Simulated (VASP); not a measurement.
Crystal: KSb5.

```
K Sb
1.0
     5.18310    0.00000    0.00000
    -2.59155    4.48870    0.00000
     0.00000    0.00000    8.46080
K Sb
1 5
Direct
  0.00000 0.00000 0.00000
  0.50000 0.00000 0.00000
  0.00000 0.50000 0.00000
  0.50000 0.50000 0.00000
  0.00000 0.00000 0.69259
  0.00000 0.00000 0.30741
```

The cell was built by a generator and needn't be a form met in nature.

The cell isn't the ideal one: random cell by space group and Wyckoff sites (P6/mmm, No. 191).

- Program: VASP 6.6.1
- Task: relaxation of cell and atoms
- Functional: PBE
- Potentials or basis: VASP PAW PBE potentials, release 64 (K_sv, Sb)
- Cutoff: 600 eV
- k mesh: 6 × 6 × 2
- Occupations: gaussian, width 0.1 eV
- Spin: no spin polarisation

At the start: pressure 28.0 GPa; volume 32.81 Å³/atom.

Question: How do energy, volume and symmetry change on relaxing?

Answer: Over 21 steps the energy falls by 1799.5 meV/atom and the volume is 58.63 Å³/atom (+78.7 %); space group P6/mmm (No. 191, to 0.05 Å).

Step by step:
| step | energy change (eV) | largest force (eV/Å) | pressure (GPa) | volume (Å³) |
| --- | --- | --- | --- | --- |
| 1 | 0.0000 | 4.1461 | 27.95 | 196.84 |
| 2 | -8.4241 | 3.4963 | -2.69 | 399.91 |
| 3 | -9.0221 | 3.2756 | -0.12 | 311.17 |
| 4 | -9.0700 | 3.3012 | -1.11 | 329.88 |
| 5 | -9.0708 | 3.2913 | -0.84 | 324.05 |
| 6 | -10.0826 | 2.9125 | -0.48 | 319.22 |
| 7 | 1.4860 | 50.8307 | 16.28 | 304.89 |
| 8 | -10.1260 | 2.8226 | -0.41 | 318.48 |
| 9 | -9.9002 | 5.9054 | 3.04 | 311.66 |
| 10 | -10.4170 | 1.7162 | 0.09 | 316.42 |
| 11 | -10.4832 | 0.6734 | 1.09 | 314.20 |
| 12 | -10.5028 | 0.3951 | 0.65 | 315.03 |
| 13 | -10.5037 | 0.1829 | 0.74 | 314.85 |
| 14 | -10.7105 | 0.0987 | 0.53 | 325.39 |
| 15 | -10.7644 | 0.2387 | 0.53 | 332.37 |
| 16 | -10.7533 | 0.6040 | 0.78 | 345.78 |
| 17 | -10.7717 | 0.4843 | 0.66 | 340.00 |
| 18 | -10.7488 | 1.1182 | -0.52 | 358.09 |
| 19 | -10.7901 | 0.2289 | 0.15 | 346.97 |
| 20 | -10.7954 | 0.0772 | -0.07 | 354.04 |
| 21 | -10.7968 | 0.0239 | 0.00 | 351.77 |

Final structure:
```
K Sb
1.0
     6.46932    0.00000    0.00000
    -3.23466    5.60259    0.00000
     0.00000    0.00000    9.70534
K Sb
1 5
Direct
  0.00000 0.00000 0.00000
  0.50000 0.00000 0.00000
  0.00000 0.50000 0.00000
  0.50000 0.50000 0.00000
  0.00000 0.00000 0.62923
  0.00000 0.00000 0.37077
```

Caveat: the k mesh is coarse (spacing up to 0.37 Å⁻¹), so the values aren't converged; the volume moved by over 15 % at a fixed basis, so the end points are rough.
